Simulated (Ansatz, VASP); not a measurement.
# Cross-check of ZrH3 between VASP and Ansatz, part 2 of 2

One calculation is typed for both programs; each brings its own data sets. How far apart do they land? The cell is taken from a series of runs on this material, whose earlier steps may have relaxed, scaled, displaced or heated it; both programs get it as it stands.

VASP 6.6.1 and Ansatz 0.2.0.

So far: The starting structure; Ansatz: zone-centre phonons, PBEsol with D3(BJ).

## 3. VASP: zone-centre phonons, PBEsol with D3(BJ)

Level of this step: PBEsol with D3(BJ); plane waves and PAW (Zr_sv, H) (VASP).

The same cell, functional, mesh and smearing now go to VASP, with its own data sets.

Lines of VASP's logs that name or quote its potential files are left out, and so is its time.

INCAR

```
SYSTEM = ZrH3
PREC = Accurate
ENCUT = 500
EDIFF = 1E-08
NELM = 120
ISMEAR = 1
SIGMA = 0.15
LREAL = .FALSE.
ALGO = Normal
GGA = PS
IVDW = 12
NBANDS = 13
LASPH = .TRUE.
LORBIT = 11
LWAVE = .FALSE.
LCHARG = .FALSE.
ISIF = 2
IBRION = 6
NFREE = 2
POTIM = 0.015
NSW = 1
GGA_COMPAT = .FALSE.
KPAR = 2
```

POSCAR

```
ZrH3
1.0
    3.0571721470      0.0000000000      0.0000000000
    0.0000000000      3.0571721470      0.0000000000
    0.0000000000      0.0000000000      3.0571721470
Zr H
1 3
Direct
    0.0000000000      0.0000000000      0.0000000000
    0.0000000000      0.5000000000      0.5000000000
    0.5000000000      0.0000000000      0.5000000000
    0.5000000000      0.5000000000      0.0000000000
```

KPOINTS

```
Automatic mesh
0
Gamma
12 12 12
0 0 0
```

The projector-augmented-wave data sets are Zr_sv and H (PBE family, release 64).

On the command line:

```
$ mpirun -np 2 vasp_std
```

Numbers of over 12 decimals in the logs are rounded to 6 here.

Output:

```text
[banner, memory and clock lines left out]
running    2 mpi-ranks, on    1 nodes
 distrk:  each k-point on    1 cores,    2 groups
 distr:  one band on    1 cores,    1 groups

 POSCAR found type information on POSCAR ZrH
 POSCAR found :  2 types and       4 ions
|                                                                             |
|               ----> ADVICE to this user running VASP <----                  |
|                                                                             |
|     You enforced a specific xc type in the INCAR file but a different       |
|     [... a line on the potential file left out ...]
|     I HOPE YOU KNOW WHAT YOU ARE DOING!                                     |
|                                                                             |

 LDA part: xc-table for (Slater+PW92), standard interpolation
 POSCAR, INCAR and KPOINTS ok, starting setup
 FFT: planning ... GRIDC
 FFT: planning ... GRID_SOFT
 FFT: planning ... GRID
 WAVECAR not read
 entering main loop
       N       E                     dE             d eps       ncg     rms          rms(c)
DAV:   1     0.876455519894E+02    0.87646E+02   -0.76466E+03  2184   0.107E+03
DAV:   2    -0.179718945240E+02   -0.10562E+03   -0.10084E+03  2664   0.286E+02
DAV:   3    -0.216616841585E+02   -0.36898E+01   -0.36354E+01  3475   0.458E+01
DAV:   4    -0.217290327141E+02   -0.67349E-01   -0.67265E-01  2521   0.572E+00
DAV:   5    -0.217301878974E+02   -0.11552E-02   -0.11551E-02  3284   0.560E-01    0.194E+01
DAV:   6    -0.204973613064E+02    0.12328E+01   -0.14149E+00  2467   0.112E+01    0.786E+00
DAV:   7    -0.203709343601E+02    0.12643E+00   -0.51603E-01  2795   0.592E+00    0.140E+00
DAV:   8    -0.203759340183E+02   -0.49997E-02   -0.82814E-02  2472   0.310E+00    0.815E-01
DAV:   9    -0.203721044532E+02    0.38296E-02   -0.12423E-02  2329   0.119E+00    0.949E-02
DAV:  10    -0.203719999694E+02    0.10448E-03   -0.51696E-04  2729   0.204E-01    0.833E-02
DAV:  11    -0.203719796308E+02    0.20339E-04   -0.13176E-04  2600   0.105E-01    0.151E-02
DAV:  12    -0.203719740833E+02    0.55475E-05   -0.24465E-05  2475   0.484E-02    0.876E-03
DAV:  13    -0.203719739023E+02    0.18108E-06   -0.71389E-07  2714   0.904E-03    0.250E-03
DAV:  14    -0.203719738895E+02    0.12776E-07   -0.12690E-07  3232   0.264E-03    0.539E-04
DAV:  15    -0.203719738522E+02    0.37228E-07   -0.51365E-09  1412   0.908E-04    0.222E-04
DAV:  16    -0.203719738571E+02   -0.48792E-08   -0.52970E-10  1247   0.260E-04
   1 F= -.21175735E+02 E0= -.21175337E+02  d E =-.119431E-02
[...]
2 F= -.21174956E+02 E0= -.21174556E+02  d E =-.119898E-02
[...]
3 F= -.21174956E+02 E0= -.21174556E+02  d E =-.119896E-02
[...]
4 F= -.21175426E+02 E0= -.21175028E+02  d E =-.119483E-02
[...]
5 F= -.21175426E+02 E0= -.21175028E+02  d E =-.119483E-02
[...]
6 F= -.21175339E+02 E0= -.21174940E+02  d E =-.119522E-02
 Finite differences progress:
  Degree of freedom:   3/  3
  Displacement:        1/  2
  Total:               5/  6
 bond charge predicted
       N       E                     dE             d eps       ncg     rms          rms(c)
DAV:   1    -0.203721252878E+02   -0.54825E-03   -0.17170E-01  9703   0.238E+00    0.145E-01
DAV:   2    -0.203717504721E+02    0.37482E-03   -0.12811E-03 10732   0.262E-01    0.815E-02
DAV:   3    -0.203715786689E+02    0.17180E-03   -0.29309E-04 10306   0.110E-01    0.105E-02
DAV:   4    -0.203715770998E+02    0.15691E-05   -0.69866E-06 10983   0.329E-02    0.323E-03
DAV:   5    -0.203715770384E+02    0.61406E-07   -0.21612E-07 10983   0.419E-03    0.135E-03
DAV:   6    -0.203715770296E+02    0.87402E-08   -0.15501E-08  8070   0.199E-03
   7 F= -.21175339E+02 E0= -.21174940E+02  d E =-.119522E-02
 Finite differences progress:
  Degree of freedom:   3/  3
  Displacement:        2/  2
  Total:               6/  6
```

From OUTCAR (step 3):

```text
ion  position               nearest neighbor table
   1  0.000  0.000  0.000-   2 2.16   3 2.16   4 2.16   2 2.16   3 2.16   2 2.16   4 2.16   2 2.16
                             3 2.16   4 2.16   3 2.16   4 2.16
   2  0.000  0.500  0.500-   1 2.16   1 2.16   1 2.16   1 2.16
   3  0.500  0.000  0.500-   1 2.16   1 2.16   1 2.16   1 2.16
   4  0.500  0.500  0.000-   1 2.16   1 2.16   1 2.16   1 2.16

  LATTYP: Found a simple cubic cell.
 ALAT       =     3.0571721470

 Subroutine GETGRP returns: Found 48 space group operations
 (whereof 48 operations were pure point group operations)

The static configuration has the point symmetry O_h .

 Found     84 irreducible k-points:

   k-points           NKPTS =     84   k-points in BZ     NKDIM =     84   number of bands    NBANDS=     13

   dimension x,y,z NGX =    24 NGY =   24 NGZ =   24
   dimension x,y,z NGXF=    48 NGYF=   48 NGZF=   48

   ENCUT  =  500.0 eV  36.75 Ry    6.06 a.u.   5.57  5.57  5.57*2*pi/ulx,y,z

   NELECT =      15.0000    total number of electrons

 k-points in reciprocal lattice and weights: Automatic mesh
   0.00000000  0.00000000  0.00000000       0.001
   0.08333333  0.00000000  0.00000000       0.003
   0.16666667  0.00000000  0.00000000       0.003
   0.25000000  0.00000000  0.00000000       0.003
   0.33333333  0.00000000  0.00000000       0.003
   0.41666667  0.00000000  0.00000000       0.003
   0.50000000  0.00000000  0.00000000       0.002
   0.08333333  0.08333333  0.00000000       0.007
   0.16666667  0.08333333  0.00000000       0.014
[...]
12      14.3418      0.00000
    ...

 k-point     3 :       0.1667    0.0000    0.0000
  band No.  band energies     occupation
    ...
      3     -18.2864      2.00000
      4     -18.2864      2.00000
      5      -1.5552      2.00000
      6       4.1051      2.00000
      7       4.4119      2.00000
      8      11.3376     -0.00000
      9      11.3376     -0.00000
     10      12.5411      0.00000
     11      13.2003      0.00000
     12      13.6252      0.00000
    ...

 k-point     4 :       0.2500    0.0000    0.0000
  band No.  band energies     occupation
    ...
      3     -18.2657      2.00000
      4     -18.2656      2.00000
      5      -0.9159      2.00000
      6       3.9692      2.00000
      7       4.8916      2.00000
      8      10.5439     -0.00000
      9      10.5439     -0.00000
     10      11.8158      0.00000
     11      12.6156      0.00000
     12      13.3025      0.00000
    ...

 k-point     5 :       0.3333    0.0000    0.0000
  band No.  band energies     occupation
    ...
      3     -18.2448      2.00000
      4     -18.2447      2.00000
      5      -0.1142      2.00000
      6       3.5009      2.00000
      7       5.5417      2.00000
      8       9.9045     -0.00000
      9       9.9046     -0.00000
     10      10.4213     -0.00000
     11      12.6920      0.00000
     12      13.6109      0.00000
    ...

 Edisp (eV)   -0.80376

  Total      -0.00541    -0.00311    -0.00304     0.00000     0.00000     0.00000
  in kB      -0.30348    -0.17427    -0.17069     0.00000     0.00000     0.00000
  external pressure =       -0.22 kB  Pullay stress =        0.00 kB

  energy-cutoff  :      500.00
  volume of cell :       28.57
      direct lattice vectors                 reciprocal lattice vectors
     3.057172147  0.000000000  0.000000000     0.327099670  0.000000000  0.000000000
     0.000000000  3.057172147  0.000000000     0.000000000  0.327099670  0.000000000
     0.000000000  0.000000000  3.057172147     0.000000000  0.000000000  0.327099670

 POSITION                                       TOTAL-FORCE (eV/Angst)
 -----------------------------------------------------------------------------------
      0.00000      0.00000      0.00000         0.000000     -0.040351      0.000000
      0.00000      1.51359      1.52859         0.000000      0.052938      0.000000
      1.52859      0.00000      1.52859         0.000000     -0.008931      0.000000
      1.52859      1.52859      0.00000         0.000000     -0.003656      0.000000
 -----------------------------------------------------------------------------------
    total drift:                               -0.000001      0.000038     -0.000000

  FREE ENERGIE OF THE ION-ELECTRON SYSTEM (eV)
  ---------------------------------------------------
  free  energy   TOTEN  =       -21.1753385059 eV

  energy  without entropy=      -21.1741432838  energy(sigma->0) =      -21.17494010

 Eigenvectors and eigenvalues of the dynamical matrix
 ----------------------------------------------------

   1 f  =   30.929165 THz   194.333676 2PiTHz 1031.685900 cm-1   127.912692 meV
             X         Y         Z           dx          dy          dz
      0.000000  0.000000  0.000000     0.054593   -0.024089   -0.005058
      0.000000  1.528586  1.528586     0.527458    0.231364    0.048582
      1.528586  0.000000  1.528586    -0.524340   -0.232740    0.048582
      1.528586  1.528586  0.000000    -0.524340    0.231364   -0.048871

   2 f  =   30.929165 THz   194.333676 2PiTHz 1031.685900 cm-1   127.912692 meV
             X         Y         Z           dx          dy          dz
      0.000000  0.000000  0.000000    -0.001762    0.008451   -0.059260
      0.000000  1.528586  1.528586    -0.017022   -0.081165    0.569165
      1.528586  0.000000  1.528586     0.016921    0.081648    0.569165
      1.528586  1.528586  0.000000     0.016921   -0.081165   -0.572549

   3 f  =   30.929165 THz   194.333676 2PiTHz 1031.685900 cm-1   127.912692 meV
             X         Y         Z           dx          dy          dz
      0.000000  0.000000  0.000000    -0.024551   -0.054172   -0.006995
      0.000000  1.528586  1.528586    -0.237206    0.520294    0.067186
      1.528586  0.000000  1.528586     0.235804   -0.523387    0.067186
      1.528586  1.528586  0.000000     0.235804    0.520294   -0.067585

   4 f  =   30.363257 THz   190.777971 2PiTHz 1012.809237 cm-1   125.572285 meV
             X         Y         Z           dx          dy          dz
      0.000000  0.000000  0.000000     0.000000    0.000000    0.000000
      0.000000  1.528586  1.528586     0.000000    0.163138    0.664004
      1.528586  0.000000  1.528586    -0.180236    0.000000   -0.664004
      1.528586  1.528586  0.000000     0.180236   -0.163138    0.000000

   5 f  =   30.363257 THz   190.777971 2PiTHz 1012.809237 cm-1   125.572285 meV
             X         Y         Z           dx          dy          dz
      0.000000  0.000000  0.000000    -0.000000   -0.000000   -0.000000
      0.000000  1.528586  1.528586    -0.000000   -0.678443    0.186062
      1.528586  0.000000  1.528586     0.071384   -0.000000   -0.186062
      1.528586  1.528586  0.000000    -0.071384    0.678443   -0.000000

   6 f  =   30.363257 THz   190.777971 2PiTHz 1012.809237 cm-1   125.572285 meV
             X         Y         Z           dx          dy          dz
      0.000000  0.000000  0.000000    -0.000000   -0.000000   -0.000000
      0.000000  1.528586  1.528586    -0.000000    0.114459    0.156460
      1.528586  0.000000  1.528586     0.680014   -0.000000   -0.156460
      1.528586  1.528586  0.000000    -0.680014   -0.114459    0.000000

   7 f  =   23.157553 THz   145.503197 2PiTHz  772.452821 cm-1    95.771901 meV
             X         Y         Z           dx          dy          dz
      0.000000  0.000000  0.000000     0.000245    0.008323   -0.167911
      0.000000  1.528586  1.528586    -0.001181   -0.019713    0.397707
      1.528586  0.000000  1.528586    -0.000581   -0.040055    0.397707
      1.528586  1.528586  0.000000    -0.000581   -0.019713    0.808091

   8 f  =   23.157553 THz   145.503197 2PiTHz  772.452821 cm-1    95.771901 meV
             X         Y         Z           dx          dy          dz
      0.000000  0.000000  0.000000    -0.008029   -0.167719   -0.008325
      0.000000  1.528586  1.528586     0.038640    0.397252    0.019718
      1.528586  0.000000  1.528586     0.019017    0.807167    0.019718
      1.528586  1.528586  0.000000     0.019017    0.397252    0.040065

   9 f  =   23.157553 THz   145.503197 2PiTHz  772.452821 cm-1    95.771901 meV
             X         Y         Z           dx          dy          dz
      0.000000  0.000000  0.000000     0.167925   -0.008031   -0.000153
      0.000000  1.528586  1.528586    -0.808160    0.019022    0.000362
      1.528586  0.000000  1.528586    -0.397741    0.038651    0.000362
      1.528586  1.528586  0.000000    -0.397741    0.019022    0.000735

  10 f/i=    0.000906 THz     0.005693 2PiTHz    0.030225 cm-1     0.003747 meV
             X         Y         Z           dx          dy          dz
      0.000000  0.000000  0.000000     0.056287    0.981824    0.031696
      0.000000  1.528586  1.528586     0.005894    0.102820    0.003319
      1.528586  0.000000  1.528586     0.005895    0.102803    0.003319
      1.528586  1.528586  0.000000     0.005895    0.102820    0.003319

  11 f/i=    0.000906 THz     0.005693 2PiTHz    0.030225 cm-1     0.003747 meV
             X         Y         Z           dx          dy          dz
      0.000000  0.000000  0.000000     0.001570    0.031658   -0.983436
      0.000000  1.528586  1.528586     0.000164    0.003315   -0.102989
      1.528586  0.000000  1.528586     0.000164    0.003315   -0.102989
      1.528586  1.528586  0.000000     0.000164    0.003315   -0.102972

  12 f/i=    0.000906 THz     0.005693 2PiTHz    0.030225 cm-1     0.003747 meV
             X         Y         Z           dx          dy          dz
      0.000000  0.000000  0.000000     0.982334   -0.056309   -0.000245
      0.000000  1.528586  1.528586     0.102857   -0.005897   -0.000026
      1.528586  0.000000  1.528586     0.102873   -0.005896   -0.000026
      1.528586  1.528586  0.000000     0.102873   -0.005897   -0.000026

 ELASTIC MODULI CONTR FROM IONIC RELAXATION (kBar)
 Direction    XX          YY          ZZ          XY          YZ          ZX
 --------------------------------------------------------------------------------
 XX           0.0000      0.0000      0.0000      0.0000      0.0000      0.0000
 YY           0.0000      0.0000      0.0000      0.0000      0.0000      0.0000
 ZZ           0.0000      0.0000      0.0000      0.0000      0.0000      0.0000
 XY           0.0000      0.0000      0.0000      0.0000      0.0000      0.0000
 YZ           0.0000      0.0000      0.0000      0.0000      0.0000      0.0000
 ZX           0.0000      0.0000      0.0000      0.0000      0.0000      0.0000
 --------------------------------------------------------------------------------

 total charge
# of ion       s       p       d       tot
------------------------------------------
    1        2.171   5.997   1.763   9.931
    2        0.532   0.011   0.000   0.543
    3        0.532   0.011   0.000   0.543
    4        0.532   0.011   0.000   0.543
--------------------------------------------------
tot          3.767   6.031   1.763  11.561

[... 1 further part left out ...]
```

This run has no spin polarisation. Its electron count is odd, so without a moment it is a metal by construction. The last energy, forces, stress and levels in OUTCAR belong to the last displaced cell, not to the cell of POSCAR. Dispersion corrections of this kind ignore metallic screening and tend to overbind metals.

Levels, forces or a CONTCAR printed for this step are those of its last displaced cell, not of the structure at rest.

## 4. Differences

Known differences besides the potentials themselves: the cutoff is 420 eV in Ansatz and 500 eV in VASP; Ansatz makes its cores anew for this functional, VASP keeps those of its PBE data sets; Ansatz takes the dispersion share of the force constants at frozen C6 weights, VASP differentiates the full forces; VASP uses finite displacements, Ansatz perturbation theory. Total energies have different zeros and are not compared.

Both answers:

| quantity | Ansatz | VASP | difference |
| --- | --- | --- | --- |
| optical mode 1 to 3 (cm⁻¹) | 768.5 | 772.5 | -0.51 % |
| optical mode 4 to 6 (cm⁻¹) | 1004.9 | 1012.8 | -0.78 % |
| optical mode 7 to 9 (cm⁻¹) | 1024.1 | 1031.7 | -0.73 % |

Modes are paired by rising frequency, not by their patterns, so a pair may set unlike modes beside each other; they are those without the splitting of longitudinal modes.

## 5. Summary of results

```json
{"r.m.s. difference of the optical zone-centre modes, each program's sorted by frequency (zone-centre phonons, PBEsol with D3(BJ))": "6.7 cm⁻¹", "difference in optical mode 4 to 6 (zone-centre phonons, PBEsol with D3(BJ))": "-0.8 %"}
```

What this shows: The r.m.s. difference of the optical zone-centre modes, each program's sorted by frequency is 6.7 cm⁻¹ (zone-centre phonons, PBEsol with D3(BJ)). Among the rows given in per cent, the largest difference of the zone-centre phonons, PBEsol with D3(BJ) pair is in optical mode 4 to 6, -0.8 %. 2 further runs of this series are not shown here. Such differences can come from data sets, numerical settings and the points named under the comparisons, not from the functional's error against experiment.

[Lines on the potential files, build, host, timing and source positions are cut from VASP's logs without a mark.]

[Logs are printed without paths, hosts, clocks, repeated set-up lines and the standing remarks that a program may print on its own settings, such as how far it seeks lower states.]

[Hosts, paths, dates, database ids (printed as entryN), source tags and the programs' standing remarks are cut or masked in the printed files.]
